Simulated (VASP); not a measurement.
Method: PBEsol GGA, VASP's PBE PAW potentials (set 64) (plane waves; VASP).

VASP input:

**POSCAR**
```
FeP2
1
    4.9271467803     0.0000000000     0.0000000000
   -0.0000000000     5.5804801168     0.0000000000
    0.0000000000     0.0000000000     2.6873619884
Fe P
2 4
Direct
  0.5000000000   0.5000000000   0.5000000000
  0.0000000000   0.0000000000   0.0000000000
  0.3286027919   0.8665244011   0.5000000000
  0.6713972081   0.1334755989   0.5000000000
  0.8286027919   0.6334755989   0.0000000000
  0.1713972081   0.3665244011   1.0000000000
```

KPOINTS:
```
Regular mesh
0
Gamma
 4 4 7
0 0 0
```

**INCAR**
```
SYSTEM = FeP2
PREC = Accurate; ENCUT = 400; LREAL = F
LASPH = T
EDIFF = 1E-6; NELM = 100; ALGO = Normal
LMAXMIX = 4
ISMEAR = 0; SIGMA = 0.05
GGA = PS
IBRION = 2; NSW = 60; ISIF = 3
EDIFFG = -0.02
LWAVE = F; LCHARG = F
```

POTCAR, in this order: Fe P (PBE.64 set). Program: vasp_std.

The resulting files:

### OUTCAR
```
 ion  position               nearest neighbor table
   1  0.500  0.500  0.500-   3 2.21   4 2.21   5 2.23   6 2.23   5 2.23   6 2.23
   2  0.000  0.000  0.000-   5 2.21   6 2.21   3 2.23   4 2.23   3 2.23   4 2.23
   3  0.329  0.867  0.500-   1 2.21   2 2.23   2 2.23   4 2.25
   4  0.671  0.133  0.500-   1 2.21   2 2.23   2 2.23   3 2.25
   5  0.829  0.633  0.000-   2 2.21   1 2.23   1 2.23   6 2.25
   6  0.171  0.367  0.000-   2 2.21   1 2.23   1 2.23   5 2.25
  LATTYP: Found a simple orthorhombic cell.
 ALAT       =     2.6873619884
 B/A-ratio  =     1.8334510950
 C/A-ratio  =     2.0765643560
 Subroutine PRICEL returns:
 Original cell was already a primitive cell.
 Subroutine GETGRP returns: Found  8 space group operations
The static configuration has the point symmetry C_2h.
 The point group associated with its full space group is D_2h.
The dynamic configuration has the point symmetry C_2h.
 Subroutine INISYM returns: Found  8 space group operations
 Subroutine IBZKPT returns following result:
 Found     36 irreducible k-points:

 Following reciprocal coordinates:
            Coordinates               Weight
  0.000000  0.000000  0.000000      1.000000
  0.250000  0.000000  0.000000      2.000000
  0.500000  0.000000  0.000000      1.000000
  0.000000  0.250000  0.000000      2.000000
  0.250000  0.250000  0.000000      4.000000
  0.500000  0.250000  0.000000      2.000000
  0.000000  0.500000  0.000000      1.000000
  0.250000  0.500000  0.000000      2.000000
  0.500000  0.500000  0.000000      1.000000
  0.000000  0.000000  0.142857      2.000000
  0.250000  0.000000  0.142857      4.000000
  0.500000  0.000000  0.142857      2.000000
  0.000000  0.250000  0.142857      4.000000
  0.250000  0.250000  0.142857      8.000000
  0.500000  0.250000  0.142857      4.000000
  0.000000  0.500000  0.142857      2.000000
  0.250000  0.500000  0.142857      4.000000
  0.500000  0.500000  0.142857      2.000000
  0.000000  0.000000  0.285714      2.000000
  0.250000  0.000000  0.285714      4.000000
  0.500000  0.000000  0.285714      2.000000
  0.000000  0.250000  0.285714      4.000000
  0.250000  0.250000  0.285714      8.000000
  0.500000  0.250000  0.285714      4.000000
  0.000000  0.500000  0.285714      2.000000
  0.250000  0.500000  0.285714      4.000000
  0.500000  0.500000  0.285714      2.000000
  0.000000  0.000000  0.428571      2.000000
  0.250000  0.000000  0.428571      4.000000
  0.500000  0.000000  0.428571      2.000000
  0.000000  0.250000  0.428571      4.000000
  0.250000  0.250000  0.428571      8.000000
  0.500000  0.250000  0.428571      4.000000
  0.000000  0.500000  0.428571      2.000000
  0.250000  0.500000  0.428571      4.000000
  0.500000  0.500000  0.428571      2.000000
   k-points           NKPTS =     36   k-points in BZ     NKDIM =     36   number of bands    NBANDS=     22
   number of dos      NEDOS =    301   number of ions     NIONS =      6
   total plane-waves  NPLWV =  20736
   dimension x,y,z NGX =    32 NGY =   36 NGZ =   18
   dimension x,y,z NGXF=    64 NGYF=   72 NGZF=   36
   ions per type =               2   4
   PREC   = accura    normal or accurate (medium, high low for compatibility)
   ISTART =      0    job   : 0-new  1-cont  2-samecut
   ICHARG =      2    charge: 1-file 2-atom 10-const
   ISPIN  =      1    spin polarized calculation?
   LNONCOLLINEAR =      F non collinear calculations
   LSORBIT =      F    spin-orbit coupling
   INIWAV =      1    electr: 0-lowe 1-rand  2-diag
   ENCUT  =  400.0 eV  29.40 Ry    5.42 a.u.   8.03  9.10  4.38*2*pi/ulx,y,z
   NELM   =    100;   NELMIN=  2; NELMDL= -5     # of ELM steps
   EDIFF  = 0.1E-05   stopping-criterion for ELM
...
```

**OSZICAR**
```
       N       E                     dE             d eps       ncg     rms          rms(c)
DAV:   1     0.231693667390E+03    0.23169E+03   -0.13350E+04  1584   0.138E+03
DAV:   2    -0.211627121326E+02   -0.25286E+03   -0.24625E+03  1584   0.350E+02
DAV:   3    -0.484282298957E+02   -0.27266E+02   -0.26532E+02  2338   0.112E+02
DAV:   4    -0.493160133869E+02   -0.88778E+00   -0.88582E+00  2234   0.226E+01
DAV:   5    -0.493384786700E+02   -0.22465E-01   -0.22456E-01  2258   0.323E+00    0.274E+01
DAV:   6    -0.602930701914E+02   -0.10955E+02   -0.15693E+02  2370   0.171E+02    0.373E+01
DAV:   7    -0.448876687086E+02    0.15405E+02   -0.83062E+01  2330   0.157E+02    0.933E+00
DAV:   8    -0.452016642318E+02   -0.31400E+00   -0.62468E+00  1706   0.154E+01    0.472E+00
DAV:   9    -0.450046827366E+02    0.19698E+00   -0.79992E-01  2504   0.128E+01    0.198E+00
DAV:  10    -0.449951743671E+02    0.95084E-02   -0.88219E-02  2532   0.260E+00    0.911E-01
DAV:  11    -0.449931641133E+02    0.20103E-02   -0.40114E-03  1934   0.499E-01    0.492E-01
DAV:  12    -0.449925353973E+02    0.62872E-03   -0.13802E-03  2550   0.291E-01    0.286E-01
DAV:  13    -0.449923312107E+02    0.20419E-03   -0.58720E-04  2502   0.251E-01    0.980E-02
DAV:  14    -0.449923212821E+02    0.99286E-05   -0.41064E-05  1974   0.478E-02    0.179E-02
DAV:  15    -0.449923220867E+02   -0.80461E-06   -0.15501E-06  1244   0.115E-02
   1 F= -.44992322E+02 E0= -.44992322E+02  d E =-.449923E+02
       N       E                     dE             d eps       ncg     rms          rms(c)
DAV:   1    -0.449956808367E+02   -0.33596E-02   -0.10346E-01  2054   0.372E+00    0.542E-01
DAV:   2    -0.450001936379E+02   -0.45128E-02   -0.80872E-02  2408   0.433E+00    0.753E-01
DAV:   3    -0.449928588906E+02    0.73347E-02   -0.46168E-02  2344   0.325E+00    0.174E-01
DAV:   4    -0.449925413230E+02    0.31757E-03   -0.20912E-03  2322   0.435E-01    0.465E-02
DAV:   5    -0.449925306538E+02    0.10669E-04   -0.13781E-04  2522   0.127E-01    0.170E-02
DAV:   6    -0.449925296998E+02    0.95406E-06   -0.11811E-05  2080   0.415E-02    0.913E-03
DAV:   7    -0.449925295100E+02    0.18976E-06   -0.63903E-07  1134   0.116E-02
   2 F= -.44992530E+02 E0= -.44992530E+02  d E =-.207423E-03
       N       E                     dE             d eps       ncg     rms          rms(c)
DAV:   1    -0.449932875376E+02   -0.75784E-03   -0.17351E-02  2048   0.153E+00    0.222E-01
DAV:   2    -0.449940692975E+02   -0.78176E-03   -0.13908E-02  2408   0.180E+00    0.312E-01
DAV:   3    -0.449928086799E+02    0.12606E-02   -0.78571E-03  2358   0.133E+00    0.703E-02
DAV:   4    -0.449927543082E+02    0.54372E-04   -0.33742E-04  2326   0.175E-01    0.185E-02
DAV:   5    -0.449927516212E+02    0.26870E-05   -0.22077E-05  2508   0.510E-02    0.663E-03
DAV:   6    -0.449927507835E+02    0.83766E-06   -0.15484E-06  1188   0.165E-02
   3 F= -.44992751E+02 E0= -.44992751E+02  d E =-.428697E-03
```

OUTCAR:
```
------------------------ aborting loop because EDIFF is reached ----------------------------------------
  FORCE on cell =-STRESS in cart. coord.  units (eV):
  Direction    XX          YY          ZZ          XY          YZ          ZX
  --------------------------------------------------------------------------------------
  Total        0.0749175      0.0294981      0.0077514     -0.0000000      0.0000000      0.0000000
  in kB        1.6276655      0.6408801      0.1684086     -0.0000000      0.0000000      0.0000000
  external PRESSURE =       0.8123181 kB  Pullay stress =       0.0000000 kB
  volume of cell :       73.74
      direct lattice vectors                 reciprocal lattice vectors
     4.921559342  0.000000000  0.000000000     0.203187634  0.000000000  0.000000000
    -0.000000000  5.582860279  0.000000000    -0.000000000  0.179119654  0.000000000
     0.000000000  0.000000000  2.683916806     0.000000000  0.000000000  0.372589790
 POSITION                                       TOTAL-FORCE (eV/Angst)
 -----------------------------------------------------------------------------------
      2.46078      2.79143      1.34196         0.000000      0.000000      0.000000
      0.00000      0.00000      0.00000         0.000000      0.000000      0.000000
      1.61726      4.83877      1.34196         0.012345      0.008536     -0.000000
      3.30430      0.74409      1.34196        -0.012345     -0.008536      0.000000
      4.07804      3.53552      0.00000         0.012345     -0.008536     -0.000000
      0.84352      2.04734      0.00000        -0.012345      0.008536      0.000000
 -----------------------------------------------------------------------------------
    total drift:                               -0.000000      0.000000     -0.000000
  FREE ENERGIE OF THE ION-ELECTRON SYSTEM (eV)
  ---------------------------------------------------
  free  energy   TOTEN  =       -44.9927507835 eV

  energy  without entropy=      -44.9927507834  energy(sigma->0) =      -44.99275078

 reached required accuracy - stopping structural energy minimisation
```
(Selected blocks of OUTCAR.)

CONTCAR:
```
FeP2
   1.00000000000000
     4.9215593422704291    0.0000000000000000    0.0000000000000000
    -0.0000000000000000    5.5828602785819346    0.0000000000000000
     0.0000000000000000    0.0000000000000000    2.6839168055952571
  Fe              P
     2     4
Direct
     0.5000000000000000    0.5000000000000000    0.5000000000000000
     0.0000000000000000    0.0000000000000000    0.0000000000000000
     0.3286079059122888    0.8667190760194540    0.5000000000000000
     0.6713920940877112    0.1332809239805460    0.5000000000000000
     0.8286079059122888    0.6332809239805460    0.0000000000000000
     0.1713920940877112    0.3667190760194540    0.0000000000000000
```

The structure comes from a computed database's FeP2 entry (Pnnm); how it stands against other phases isn't given here. This run relaxes it. Symmetry was kept, so distortions that lower it aren't found. The start is the result of an earlier pass. The run is not spin-polarised, so no magnetic state was tried.
